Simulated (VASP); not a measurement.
A convergence study with VASP on AlAs (zinc blende): one setting is varied, all else stays as given below, so the limit is that of these other settings. Each run relaxes cell and ions from the cell shown. The basis is that of the starting cell, so low cut-offs carry a Pulay error.

```xyz
2
Lattice="0.0000 2.8300 2.8300 2.8300 0.0000 2.8300 2.8300 2.8300 0.0000" Properties=species:S:1:pos:R:3 pbc="T T T"
Al     0.0000     0.0000     0.0000
As     1.4150     1.4150     1.4150
```

The numbers are results of PBE GGA, VASP's PBE PAW potentials (set 64) (plane waves; VASP), not measurements. The tightest run used: 700 eV cut-off, 7×7×7 Γ-centred mesh, Gaussian smearing of 0.050 eV, potentials Al As.

Gaps are read on the run's mesh, which can miss a band edge.

Question: The settings run are ENCUT = 150; ENCUT = 200; ENCUT = 250; ENCUT = 300; ENCUT = 350; ENCUT = 400; ENCUT = 450; ENCUT = 500; ENCUT = 550; ENCUT = 600; ENCUT = 650; ENCUT = 700. From which on does the relaxed volume stay within 0.02 Å³/atom of the tightest run?

Answer: From ENCUT = 300 on: it is off by 0.009 there and by no more than 0.02 in any finer run, while ENCUT = 250 is off by 0.021.
```json
[
 {"setting": "ENCUT = 150", "relaxed volume (Å³/atom)": "23.246", "E (eV/atom)": "-4.6664", "gap on the mesh (eV)": "1.555", "plane waves": "196", "difference judged (Å³/atom)": "0.304"},
 {"setting": "ENCUT = 200", "relaxed volume (Å³/atom)": "23.462", "E (eV/atom)": "-4.6805", "gap on the mesh (eV)": "1.584", "plane waves": "301", "difference judged (Å³/atom)": "0.087"},
 {"setting": "ENCUT = 250", "relaxed volume (Å³/atom)": "23.528", "E (eV/atom)": "-4.6881", "gap on the mesh (eV)": "1.597", "plane waves": "418", "difference judged (Å³/atom)": "0.021"},
 {"setting": "ENCUT = 300", "relaxed volume (Å³/atom)": "23.541", "E (eV/atom)": "-4.6906", "gap on the mesh (eV)": "1.598", "plane waves": "547", "difference judged (Å³/atom)": "0.009"},
 {"setting": "ENCUT = 350", "relaxed volume (Å³/atom)": "23.542", "E (eV/atom)": "-4.6917", "gap on the mesh (eV)": "1.598", "plane waves": "683", "difference judged (Å³/atom)": "0.008"},
 {"setting": "ENCUT = 400", "relaxed volume (Å³/atom)": "23.543", "E (eV/atom)": "-4.6923", "gap on the mesh (eV)": "1.599", "plane waves": "869", "difference judged (Å³/atom)": "0.006"},
 {"setting": "ENCUT = 450", "relaxed volume (Å³/atom)": "23.546", "E (eV/atom)": "-4.6925", "gap on the mesh (eV)": "1.599", "plane waves": "998", "difference judged (Å³/atom)": "0.004"},
 {"setting": "ENCUT = 500", "relaxed volume (Å³/atom)": "23.548", "E (eV/atom)": "-4.6926", "gap on the mesh (eV)": "1.599", "plane waves": "1173", "difference judged (Å³/atom)": "0.001"},
 {"setting": "ENCUT = 550", "relaxed volume (Å³/atom)": "23.550", "E (eV/atom)": "-4.6927", "gap on the mesh (eV)": "1.599", "plane waves": "1363", "difference judged (Å³/atom)": "0.000"},
 {"setting": "ENCUT = 600", "relaxed volume (Å³/atom)": "23.550", "E (eV/atom)": "-4.6927", "gap on the mesh (eV)": "1.599", "plane waves": "1532", "difference judged (Å³/atom)": "0.000"},
 {"setting": "ENCUT = 650", "relaxed volume (Å³/atom)": "23.550", "E (eV/atom)": "-4.6927", "gap on the mesh (eV)": "1.599", "plane waves": "1729", "difference judged (Å³/atom)": "0.000"},
 {"setting": "ENCUT = 700", "relaxed volume (Å³/atom)": "23.549", "E (eV/atom)": "-4.6928", "gap on the mesh (eV)": "1.599", "plane waves": "1922", "difference judged (Å³/atom)": "0.000"}
]
```

Left out are rungs that failed or repeat a setting and relaxations that didn't move; long series are thinned to 24 rows.

The compound is AlAs in the zinc blende structure.
